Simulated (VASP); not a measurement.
Wanted: the native input for a VASP 6.6.1 run.

- Task: single point
- Functional: PBE
- Potentials or basis: VASP PAW PBE potentials, release 64 (Cs_sv, Cl, Bi_d)
- Cutoff: 520 eV
- k mesh: 2 × 3 × 3
- Occupations: methfessel-paxton, width 0.15 eV
- Spin: no spin polarisation
- Dipole correction: no
- Further INCAR settings: ALGO = Normal; EDIFF = 1e-06; NBANDS = 43

The structure of CsBiCl6 lies in POSCAR:

```
CsBiCl6
1.0
    6.9257720000      0.1894690000     -0.3811090000
   -0.2016660000      6.5044920000     -0.8976680000
   -0.2661310000     -0.6522910000      6.1996890000
Cs Cl Bi
1 6 1
Direct
    0.6074256989      0.6164852579      0.4560415029
    0.9659050271      0.9458349573      0.9029359172
    0.8620534814      0.1088683677      0.4135850992
    0.2557497866      0.2119740260      0.5364078497
    0.1175033428      0.7932135688      0.4977817467
    0.6029106561      0.9455184352      0.0372854703
    0.2941192445      0.2024735999      0.0568847183
    0.9293194868      0.4181763879      0.9338856485
```

The cell was built by a generator and needn't be a form met in nature.

One way to write it, as run:

INCAR

```
PREC = Accurate ; ENCUT = 520
EDIFF = 1E-6 ; ISMEAR = 1
SIGMA = 0.15 ; LREAL = False
LASPH = True ; NELM = 100
ALGO = Normal ; ISIF = 2
LWAVE = False ; LCHARG = True
GGA = PE ; LELF = True
LVHAR = True ; NBANDS = 43
```

KPOINTS

```
regular mesh
0
Gamma
  2 3 3
```

Potentials or basis: VASP PAW PBE potentials, release 64 (Cs_sv, Cl, Bi_d).

The run is started by

```bash
$ cat potpaw_PBE.64/Cs_sv/POTCAR potpaw_PBE.64/Cl/POTCAR potpaw_PBE.64/Bi_d/POTCAR > POTCAR
$ mpirun -np 1 vasp_std > vasp.out
```

It gave:

```
Pressure               : -0.9 GPa
Largest force          : 2.644 eV/Å
Band gap on the k mesh : none (metal or under the smearing width)
```

Caveat: the k mesh is coarse (spacing up to 0.46 Å⁻¹), so the values aren't converged; spin-orbit coupling is left out, which moves the levels of the heavy elements.

It took 2.1 min on 1 thread of Intel(R) Xeon(R) Platinum 8488C (Sapphire Rapids), on a shared host, peak memory 0.39 GiB.
